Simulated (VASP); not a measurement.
Input:

```
CELL_PARAMETERS angstrom
     -2.00055     2.00055     5.12637
      2.00055    -2.00055     5.12637
      2.00055     2.00055    -5.12637
ATOMIC_POSITIONS crystal
  Sn 0.50000 0.50000 0.00000
  Sn 0.25000 0.75000 0.50000
  O  0.29672 0.29672 0.00000
  O  0.04672 0.54672 0.50000
  O  0.45328 0.95328 0.50000
  O  0.70328 0.70328 0.00000
```

These are r2SCAN meta-GGA, VASP's PBE PAW potentials (set 64) (plane waves; VASP 6.6.1) values and carry that method's errors. Settings: 520 eV cut-off, 9×9×9 Γ-centred mesh, tetrahedra with Blöchl corrections, potentials Sn_d O.

Unless said otherwise, spin-orbit coupling is left out, though it shifts the bands of the heavy elements here.

Give the energies of bands 15 to 28 at the high-symmetry points, in eV from the valence-band maximum.

| band | Γ | X | P | N | M | S | R |
|---|---|---|---|---|---|---|---|
| 15 | -4.78 | -7.41 | -7.41 | -6.43 | -5.09 | -6.16 | -7.28 |
| 16 | -4.71 | -7.41 | -7.41 | -5.45 | -5.09 | -5.52 | -7.28 |
| 17 | -4.71 | -3.44 | -3.49 | -4.69 | -3.42 | -4.75 | -3.45 |
| 18 | -4.07 | -3.44 | -3.49 | -2.96 | -3.42 | -3.02 | -3.45 |
| 19 | -3.38 | -2.24 | -2.05 | -2.94 | -2.76 | -2.66 | -2.32 |
| 20 | -3.38 | -2.24 | -2.05 | -2.67 | -2.76 | -2.60 | -2.32 |
| 21 | -1.63 | -0.84 | -1.15 | -1.51 | -2.68 | -2.38 | -1.12 |
| 22 | -1.01 | -0.84 | -1.15 | -1.07 | -2.68 | -0.91 | -1.12 |
| 23 | -0.67 | -0.77 | -0.64 | -0.80 | -1.03 | -0.71 | -0.52 |
| 24 | -0.67 | -0.77 | -0.64 | -0.78 | -1.03 | -0.68 | -0.52 |
| 25 | -0.40 | -0.04 | 0.00 | -0.57 | -0.29 | -0.41 | -0.07 |
| 26 | -0.40 | -0.04 | 0.00 | -0.34 | -0.29 | -0.37 | -0.07 |
| 27 | 2.29 | 8.17 | 8.09 | 5.70 | 4.98 | 5.63 | 7.62 |
| 28 | 6.34 | 8.17 | 8.09 | 7.05 | 4.98 | 7.01 | 7.62 |

The gap is indirect, 2.29 eV, from the valence maximum at P to the conduction minimum at Γ.

The structure was generated: SnO2 was put into the anatase type (I4_1/amd), which need not be its known phase. It was relaxed first.
